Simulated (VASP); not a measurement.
**TiSi2 (space group Cmcm): computed properties**

These are LDA (Ceperley-Alder, Perdew-Zunger), VASP's LDA PAW potentials (set 64) (plane waves; VASP) values and carry that method's errors.

```
Item                                                                                     Value
----------------------------------  ----------------------------------------------------------
space group                                                                          Cmcm (63)
cell                                a = 3.487 Å, b = 13.249 Å, c = 3.532 Å, α = β = γ = 90.00°
volume per atom                                                                 13.60 Å^3/atom
band gap (over mesh and band path)                    none (metal, semimetal or under 0.01 eV)
band gap with spin-orbit coupling                                              none (metallic)
density                                                                             4.24 g/cm³
```

```
CELL_PARAMETERS angstrom
      1.74341    -6.62458     0.00000
      1.74341     6.62458     0.00000
      0.00000     0.00000     3.53156
ATOMIC_POSITIONS crystal
  Ti 0.89750 0.10250 0.75000
  Ti 0.10250 0.89750 0.25000
  Si 0.55990 0.44010 0.75000
  Si 0.44010 0.55990 0.25000
  Si 0.24937 0.75063 0.75000
  Si 0.75063 0.24937 0.25000
```

The structure comes from a computed database's TiSi2 entry (Cmcm); how it stands against other phases isn't given here. It was relaxed first. Symmetry was kept, so distortions that lower it aren't found.
